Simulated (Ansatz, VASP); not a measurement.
# SnSe: VASP beside Ansatz

Aim: how closely do two programs agree when they are given the same cell, functional and k mesh? The cell is taken from a series of runs on this material, whose earlier steps may have relaxed, scaled, displaced or heated it; both programs get it as it stands.

Method: plane waves, with VASP 6.6.1 beside it; relaxation of cell and atoms at LDA, in Ansatz 0.2.0.

## 1. The starting structure

The structure is tetragonal, space group P4/nmm (No. 129). Conventional cell: a = 4.190 Å, b = 4.190 Å, c = 10.980 Å, α = 90.00°, β = 90.00°, γ = 90.00°. Nearest to Sn lie 5 Se at 2.67 to 2.96 Å. Nearest to Se lie 5 Sn at 2.67 to 2.96 Å. Farther neighbours and most contacts between anions are not listed.

## 2. Ansatz: relaxation of cell and atoms, LDA

Ansatz runs on its default PAW (the set named soft_2) files.

The relaxed volume is the usual yardstick between codes: in a stiff, nearly cubic crystal its relative difference is about their pressure difference at one cell divided by the bulk modulus.

Input file input.yaml:

```yaml
crystal:
  lattice:
    - [4.1898989522, 0.0, 0.0]
    - [0.0, 4.1898989522, 0.0]
    - [0.0, 0.0, 10.9796222414]
  atoms:
    - { symbol: Sn, position: [0.5, 0.0, 0.3781632894] }
    - { symbol: Sn, position: [0.0, 0.5, 0.6218367106] }
    - { symbol: Se, position: [0.5, 0.0, 0.6217781822] }
    - { symbol: Se, position: [0.0, 0.5, 0.3782218178] }
kpoints:
  mp_grid: { grid: [6, 6, 4] }
hamiltonian:
  xc: lda
scf:
  occupations: { method: fixed }
output:
  forces: true
  stress: true
  eigenvalues: true
relax:
  adjacent_minimum: "off"
  f_tol: 0.001
  max_steps: 60
  cell: { stress_tol: 0.01 }
```

Command:

```bash
$ ansatz run input.yaml --threads 4 --pin off --max-ram 8192MiB --backend cpu --events-out ev --progress --plain --runs-dir out
```

Numbers of over 12 decimals in the logs are rounded to 6 here.

What it wrote:

```text
Engine: ansatz 0.2.0, aarch64-unknown-linux-gnu
Pseudopotentials: kind: paw
Pseudopotential: Sn, paw, valence charge 14, recommended cutoff 420 eV (normal), Sn.paw.azcp
Pseudopotential: Se, paw, valence charge 16, recommended cutoff 420 eV (normal), Se.paw.azcp
Functional definition: SPW92
  exchange = slater_x
  correlation = pw_c
Crystal: 4 atoms, lattice volume = 192.750 Å³
Basis set: ecut = 420 eV, 3721 PW (Γ)
Bands: 36, of which v1, the nominal top of the filled ones, is band 30 counted from 1 (29 counted from 0)
Symmetry: 16 space group operations
Space group: P4/nmm (ITA 129), of the structure as read, at distance tolerance 5.8e-5 Å
k-points: 30 of 144
Non-local potential: Sn, projectors of the file, l = 0: 2, l = 1: 2, l = 2: 2, l = 3: 2
Non-local potential: Se, projectors of the file, l = 0: 2, l = 1: 2, l = 2: 3, l = 3: 1
PAW form: soft (Blöchl's): semilocal exchange-correlation on the pseudo side does not see the compensation charge
PAW frozen core: Sn, regenerated for the run's functional, and the local potential with it (the file was generated under x = pbe(κ = 0.804, μ = 0.219515), c = pbe(β = 0.066725))
PAW frozen core: Se, regenerated for the run's functional, and the local potential with it (the file was generated under x = pbe(κ = 0.804, μ = 0.219515), c = pbe(β = 0.066725))
PAW one-centre angular grid: Sn, 590 points (default); XC on 64 Gauss nodes
PAW one-centre angular grid: Se, 590 points (default); XC on 64 Gauss nodes
Initial density: superposition of atomic densities (neutral atoms: chi_scale 0, normalization atom), corrected by the library's trained network
Initial wavefunctions: pseudopotential atomic-orbital guess
Functional: x = slater, c = lda
SCF iter   1: F=—  HF=-22526.814686 eV  |F-HF|=—  |Δ(HF+E_count)|=         —  Δρ=4.26e-3  dr2=4.02e-2  ethr=1.77e-3  ⟨swp⟩=5.1  Hψ=3720  notcnv=0  defer=111
preconditioner: auto → Resta (q_TF=auto, 2.246 Å⁻¹)  ε∞=2.1  [insulator: Δε(μ)=1.461 eV  Ē_g=16.472 eV  n_scr=38 (ndim 8)  ℏωp=16.9 eV  f_vac=0.434  ε∞_Penn≈2.1  vacuum switching on, ρ_ref=2.0e-2 e/Å³]
SCF iter   2: F=—  HF=-22526.800413 eV  |F-HF|=—  |Δ(HF+E_count)|=   1.43e-2  Δρ=1.90e-3  dr2=5.82e-3  ethr=6.69e-5  ⟨swp⟩=2.6  Hψ=1686  notcnv=0  defer=120
SCF iter   3: F=—  HF=-22526.798697 eV  |F-HF|=—  |Δ(HF+E_count)|=   1.72e-3  Δρ=4.21e-4  dr2=7.53e-4  ethr=9.69e-6  ⟨swp⟩=2.2  Hψ=1696  notcnv=0  defer=120
SCF iter   4: F=—  HF=-22526.798520 eV  |F-HF|=—  |Δ(HF+E_count)|=   1.77e-4  Δρ=1.26e-4  dr2=4.10e-5  ethr=1.25e-6  ⟨swp⟩=3.0  Hψ=1986  notcnv=0  defer=120
SCF iter   5: F=—  HF=-22526.798482 eV  |F-HF|=—  |Δ(HF+E_count)|=   3.82e-5  Δρ=2.88e-5  dr2=2.15e-6  ethr=6.84e-8  ⟨swp⟩=3.0  Hψ=1859  notcnv=0  defer=81
SCF iter   6: F=—  HF=-22526.798483 eV  |F-HF|=—  |Δ(HF+E_count)|=   3.24e-7  Δρ=1.54e-5  dr2=5.63e-7  ethr=3.59e-9  ⟨swp⟩=2.0  Hψ=1928  notcnv=0  defer=81
SCF iter   7: F=-22526.798482 eV  HF=-22526.798482 eV  |F-HF|=2.47e-9  |Δ(HF+E_count)|=   1.21e-7  Δρ=3.18e-6  dr2=1.50e-8  ethr=1.67e-10  ⟨swp⟩=10.5  Hψ=6125  notcnv=0
SCF 1 converged in 7 iterations: F = -22526.798482 eV  dr2 = 1.50e-8
  greatest PAW one-centre occupation: 1.000 electrons in one spin orbital (limit 2), on the Se atom at site 3 (counted from 0), in its partial waves of l = 2
relax step   1: F+E_penalty+E_count = -22526.79848241 eV  Δ(F+E_penalty+E_count) = +0.000e0 eV  max|allowed force component| = 1.497e-3 eV/Å  Δτ_max = 0.0000 Å  P = +0.001 GPa  Ω = 192.750 Å³  (7 SCF iters, dr2 threshold 1.00e-7 eV, accepted)
[...]
relax step   2: F+E_penalty+E_count = -22526.79848497 eV  Δ(F+E_penalty+E_count) = -2.561e-6 eV  max|allowed force component| = 7.150e-4 eV/Å  Δτ_max = 0.0005 Å  P = -0.003 GPa  Ω = 192.734 Å³  energy of the carried Pulay correction = +1.813e-6 eV  (5 SCF iters, dr2 threshold 1.40e-10 eV, accepted)
[...]
relax step   3: F+E_penalty+E_count = -22526.79848126 eV  Δ(F+E_penalty+E_count) = +3.713e-6 eV  max|allowed force component| = 7.062e-4 eV/Å  Δτ_max = 0.0000 Å  P = -0.003 GPa  Ω = 192.734 Å³  stress off target by 5.29e-3 GPa  SCF on the basis re-selected at this cell (its energy is not comparable with the rows above)  (7 SCF iters)
basis re-selected at this cell: Δ(F+E_penalty+E_count) = +3.713e-6 eV, ΔP = -0.000 GPa vs the last step (what re-selecting the basis moved, of the pressure what is left beyond the Pulay correction that the steps carried, after the strain that the cell walked since its last selection, with what the two solves' SCF thresholds leave and, on support functions, any second-order correction that the steps lacked; it is no m [...]
SCF converged after 7 iterations
Free energy (F): -22526.798481 eV
Harris-Foulkes:  -22526.798481 eV  (|F-HF|=7.28e-12)
Internal energy: -22526.798481 eV  (E = F + TS)
E sigma→0 (E₀):  -22526.798481 eV
Fermi energy:    2.691788 eV
--- Per-component energies (eV) ---
  E_band       = -1311.507751
  E_kinetic    = 612.578515
  E_local      = -16738.357167  (includes V_loc(G=0)·N_el)
  E_nonlocal   = -1235.213518
  E_hartree    = 8358.991669
  E_xc         = -966.956725
  E_vxc        = -395.777969  (∫ρ·V_xc dr)
  E_paw        = -11637.201284  (= ΣΔE_a)
  E_vpaw       = -272.719689  (= ΣTr[D̂ρ^β])
  E_aug_tail   = -0.001218  (compensation charges beyond the density's cutoff)
  E_ewald      = -925.923274
  E_core_change = 5.284521  (= ΣΔE_core)
  E_smearing   = -0.000000  (= −TS)
  E_closure    = -0.000000  (closes the sum)
  Σ components = -22526.798481   (vs F -22526.798481, Δ=0.00e0)
--- Forces (eV/Å), atoms counted from 1 ---
  atom   1  Sn     0.00000000     0.00000000     0.00068125
  atom   2  Sn     0.00000000     0.00000000    -0.00068125
  atom   3  Se    -0.00000000     0.00000000    -0.00070618
  atom   4  Se     0.00000000     0.00000000     0.00070618
  max |Σ_I F_I| component: 0.00e0 eV/Å
--- Stress (GPa, compression-positive) ---
       -0.002236       0.000000       0.000000
        0.000000      -0.002236       0.000000
        0.000000       0.000000      -0.005292
  P = ⅓ Tr σ = -0.0033 GPa (-0.033 kbar)
--- Band table (eV; the first three rows and the last of 30) ---
  k-point 0: bands = [... 26 lower, -0.5442, 0.7332, 0.7332, 2.1358, 4.3164, 6.2953, 6.4482, 7.4336, ... 2 higher]
  k-point 1: bands = [... 26 lower, -0.5442, 0.7332, 0.7332, 2.1339, 4.2426, 6.2955, 6.7916, 7.4332, ... 2 higher]
  k-point 2: bands = [... 26 lower, -0.5441, 0.7332, 0.7332, 2.1321, 4.1778, 6.2957, 7.4328, 7.4328, ... 2 higher]
  k-point 29: bands = [... 26 lower, -0.9262, -0.9262, 0.8737, 0.8737, 6.2458, 6.2458, 7.2263, 7.2263, ... 2 higher]
--- Relaxed structure (2 steps of the walk, 2 accepted, 1 SCFs on fresh bases) ---
  F+E_penalty+E_count = -22526.79848126 eV   max|allowed force component| = 7.062e-4 eV/Å   (the final SCF, on the basis selected at the relaxed cell)
  cell:  # Å, volume = 192.7338 Å³
    - [4.189962, 0, 0.0]
    - [0, 4.189962, 0.0]
    - [0.0, 0.0, 10.978365]
  atoms:
    - { symbol: Sn, position: [0.500000, 0, 0.378148] }
    - { symbol: Sn, position: [0, 0.500000, 0.621852] }
    - { symbol: Se, position: [0.500000, 0, 0.621827] }
    - { symbol: Se, position: [0, 0.500000, 0.378173] }
```

In the SCF lines HF is the Harris–Foulkes energy and dr2 the Hartree energy of the density residual, in eV; the loop may stop once dr2 is under the threshold and the program's other checks hold. Hψ counts applications of the Hamiltonian.

## 3. VASP: relaxation of cell and atoms, LDA

The same cell, functional (in two slightly different forms) and mesh now go to VASP, with its own data sets.

Lines of VASP's logs that name or quote its potential files are left out, and so is its time.

Input file INCAR:

```
SYSTEM = SnSe
PREC = Accurate
ENCUT = 500
EDIFF = 1E-07
NELM = 120
ISMEAR = 0
SIGMA = 0.01
LREAL = .FALSE.
ALGO = Normal
GGA = CA
NBANDS = 26
LORBIT = 11
LWAVE = .FALSE.
LCHARG = .FALSE.
ISIF = 3
IBRION = 2
NSW = 80
EDIFFG = -0.005
LASPH = .TRUE.
GGA_COMPAT = .FALSE.
NELMIN = 4
EFERMI = MIDGAP
KPAR = 2
```

Input file POSCAR:

```
SnSe
1.0
    4.1898990000      0.0000000000      0.0000000000
    0.0000000000      4.1898990000      0.0000000000
    0.0000000000      0.0000000000     10.9796220000
Sn Se
2 2
Direct
    0.4999998807      0.0000000000      0.3781632920
    0.0000000000      0.4999998807      0.6218367080
    0.4999998807      0.0000000000      0.6217782361
    0.0000000000      0.4999998807      0.3782218550
```

Input file KPOINTS:

```
Automatic mesh
0
Gamma
6 6 4
0 0 0
```

The projector-augmented-wave data sets are Sn_d and Se (LDA family, release 64).

Command:

```bash
$ mpirun -np 2 vasp_std
```

What it wrote:

```text
[banner, memory and clock lines left out]
running    2 mpi-ranks, on    1 nodes
 distrk:  each k-point on    1 cores,    2 groups
 distr:  one band on    1 cores,    1 groups

 POSCAR found type information on POSCAR SnSe
 POSCAR found :  2 types and       4 ions
 LDA part: xc-table for (Slater(with rela. corr.)+CA(PZ))
 , standard interpolation
 POSCAR, INCAR and KPOINTS ok, starting setup
 FFT: planning ... GRIDC
 FFT: planning ... GRID_SOFT
 FFT: planning ... GRID
 WAVECAR not read
 entering main loop
       N       E                     dE             d eps       ncg     rms          rms(c)
DAV:   1     0.343656474407E+03    0.34366E+03   -0.18589E+04  1632   0.156E+03
DAV:   2     0.269487899454E+02   -0.31671E+03   -0.31090E+03  1732   0.379E+02
DAV:   3    -0.169611596741E+02   -0.43910E+02   -0.42972E+02  1974   0.151E+02
DAV:   4    -0.189060641334E+02   -0.19449E+01   -0.19384E+01  1824   0.342E+01
DAV:   5    -0.189657698799E+02   -0.59706E-01   -0.59649E-01  2132   0.619E+00    0.505E+00
DAV:   6    -0.185446755475E+02    0.42109E+00   -0.96287E-01  2062   0.538E+00    0.317E+00
DAV:   7    -0.185063358495E+02    0.38340E-01   -0.28489E-01  2132   0.216E+00    0.105E+00
DAV:   8    -0.184939484940E+02    0.12387E-01   -0.35157E-02  1958   0.122E+00    0.249E-01
DAV:   9    -0.184905053271E+02    0.34432E-02   -0.59671E-03  1926   0.441E-01    0.120E-01
DAV:  10    -0.184905896377E+02   -0.84311E-04   -0.23186E-03  1760   0.200E-01    0.733E-02
DAV:  11    -0.184916291495E+02   -0.10395E-02   -0.13232E-03  1902   0.124E-01    0.615E-02
DAV:  12    -0.184928130446E+02   -0.11839E-02   -0.52512E-04  1946   0.885E-02    0.245E-02
DAV:  13    -0.184929141641E+02   -0.10112E-03   -0.44713E-05  1954   0.337E-02    0.162E-02
DAV:  14    -0.184929782760E+02   -0.64112E-04   -0.22876E-05  1830   0.150E-02    0.456E-03
DAV:  15    -0.184929815379E+02   -0.32619E-05   -0.13223E-06  1780   0.657E-03    0.143E-03
DAV:  16    -0.184929836527E+02   -0.21148E-05   -0.59579E-07  1466   0.265E-03    0.151E-03
DAV:  17    -0.184929838034E+02   -0.15069E-06   -0.12543E-07  1510   0.184E-03    0.331E-04
DAV:  18    -0.184929838180E+02   -0.14646E-07   -0.30647E-08  1258   0.776E-04
   1 F= -.18492984E+02 E0= -.18492984E+02  d E =-.184930E+02
 curvature:   0.00 expect dE= 0.000E+00 dE for cont linesearch  0.000E+00
 trial: gam= 0.00000 g(F)=  0.119E-03 g(S)=  0.293E-03 ort = 0.000E+00 (trialstep = 0.100E+01)
 search vector abs. value=  0.412E-03
 bond charge predicted
       N       E                     dE             d eps       ncg     rms          rms(c)
DAV:   1    -0.184964644833E+02   -0.34807E-02   -0.99421E-02  1972   0.381E+00    0.343E-01
DAV:   2    -0.184937643150E+02    0.27002E-02   -0.83145E-03  1882   0.105E+00    0.144E-01
DAV:   3    -0.184930970976E+02    0.66722E-03   -0.24841E-03  1932   0.557E-01    0.326E-02
DAV:   4    -0.184930669290E+02    0.30169E-04   -0.14828E-04  2024   0.865E-02    0.157E-02
DAV:   5    -0.184930586510E+02    0.82780E-05   -0.10080E-05  2220   0.221E-02    0.703E-03
DAV:   6    -0.184930607478E+02   -0.20968E-05   -0.32345E-06  1756   0.101E-02    0.266E-03
DAV:   7    -0.184930661555E+02   -0.54077E-05   -0.16514E-06  1448   0.558E-03    0.235E-03
DAV:   8    -0.184930711491E+02   -0.49936E-05   -0.82443E-07  1538   0.446E-03    0.122E-03
DAV:   9    -0.184930740603E+02   -0.29112E-05   -0.75371E-07  1478   0.390E-03    0.685E-04
DAV:  10    -0.184930744589E+02   -0.39857E-06   -0.10738E-07  1506   0.110E-03    0.222E-04
DAV:  11    -0.184930745019E+02   -0.42995E-07   -0.98080E-09  1262   0.737E-04
   2 F= -.18493075E+02 E0= -.18493075E+02  d E =-.906839E-04
 trial-energy change:   -0.000091  1 .order   -0.000090   -0.000412    0.000231
 step:   0.6402(harm=  0.6402)  dis= 0.00080  next Energy=   -18.493116 (dE=-0.132E-03)
 bond charge predicted
       N       E                     dE             d eps       ncg     rms          rms(c)
DAV:   1    -0.184935550766E+02   -0.48062E-03   -0.12792E-02  1972   0.136E+00    0.124E-01
DAV:   2    -0.184932048013E+02    0.35028E-03   -0.10750E-03  1880   0.378E-01    0.516E-02
DAV:   3    -0.184931180631E+02    0.86738E-04   -0.31928E-04  1934   0.200E-01    0.118E-02
DAV:   4    -0.184931141609E+02    0.39022E-05   -0.19232E-05  2002   0.310E-02    0.568E-03
DAV:   5    -0.184931131551E+02    0.10058E-05   -0.13074E-06  2230   0.796E-03    0.256E-03
DAV:   6    -0.184931136420E+02   -0.48694E-06   -0.41202E-07  1372   0.364E-03    0.892E-04
DAV:   7    -0.184931145664E+02   -0.92439E-06   -0.23256E-07  1394   0.250E-03    0.809E-04
DAV:   8    -0.184931154120E+02   -0.84558E-06   -0.14280E-07  1436   0.164E-03    0.398E-04
DAV:   9    -0.184931158243E+02   -0.41237E-06   -0.11378E-07  1386   0.129E-03    0.241E-04
DAV:  10    -0.184931158724E+02   -0.48080E-07   -0.13588E-08  1316   0.525E-04
   3 F= -.18493116E+02 E0= -.18493116E+02  d E =-.132054E-03
 curvature:  -0.32 expect dE=-0.849E-06 dE for cont linesearch -0.498E-08
 trial: gam= 0.01259 g(F)=  0.140E-05 g(S)=  0.125E-05 ort =-0.253E-05 (trialstep = 0.928E+00)
 search vector abs. value=  0.265E-05
 reached required accuracy - stopping structural energy minimisation
```

(Continued in part 2 of 2.)

[Lines on the potential files, build, host, timing and source positions are cut from VASP's logs without a mark.]

[Logs are printed without paths, hosts, clocks, repeated set-up lines and the standing remarks that a program may print on its own settings, such as how far it seeks lower states.]

[Hosts, paths, dates, database ids (printed as entryN), source tags and the programs' standing remarks are cut or masked in the printed files.]
